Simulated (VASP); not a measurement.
## F3ZrI: single point with PBE

The system is F3ZrI, in a box.

```
F Zr I
1.0
    12.00000    0.00000    0.00000
     0.00000   13.00000    0.00000
     0.00000    0.00000   12.00000
F Zr I
3 1 1
Direct
  0.40928 0.43056 0.62470
  0.61726 0.38447 0.48485
  0.38491 0.36332 0.38097
  0.47237 0.44029 0.48126
  0.48030 0.63991 0.41584
```

```
Program                : VASP 6.6.1
Task                   : single point
Functional             : PBE
Potentials or basis    : VASP PAW PBE potentials, release 64 (F, Zr_sv, I)
Cutoff                 : 520 eV
k mesh                 : 1 × 1 × 1
Occupations            : gaussian, width 0.01 eV
Spin                   : no spin polarisation
Further INCAR settings : ALGO = Normal; EDIFF = 1e-07; NBANDS = 28
```

| Quantity | Value |
| --- | --- |
| Largest force | 0.618 eV/Å |
| Gap between the frontier levels | 4.40 eV |

Forces in eV/Å, atoms in the order of the input:
```
F   -0.248 -0.042  0.562
F    0.569 -0.239  0.016
F   -0.340 -0.327 -0.393
Zr   0.011  0.415 -0.126
I    0.007  0.193 -0.059
```

Levels at points of the mesh, in eV from the valence-band top:
```tsv
k point	band 16	band 17	band 18	band 19	band 20	band 21	band 22	band 23	band 24	band 25
(0.00, 0.00, 0.00)	-3.10	-3.08	-1.01	0.00	0.00	4.40	4.40	5.00	5.84	5.85
```

It took 120 s on 1 thread of AMD EPYC 9R45 96-Core Processor (Zen 5), on a shared host, peak memory 1.3 GiB.

Caveat: spin-orbit coupling is left out, which moves the levels of the heavy elements. As with any semilocal functional, this PBE gap is likely too small.
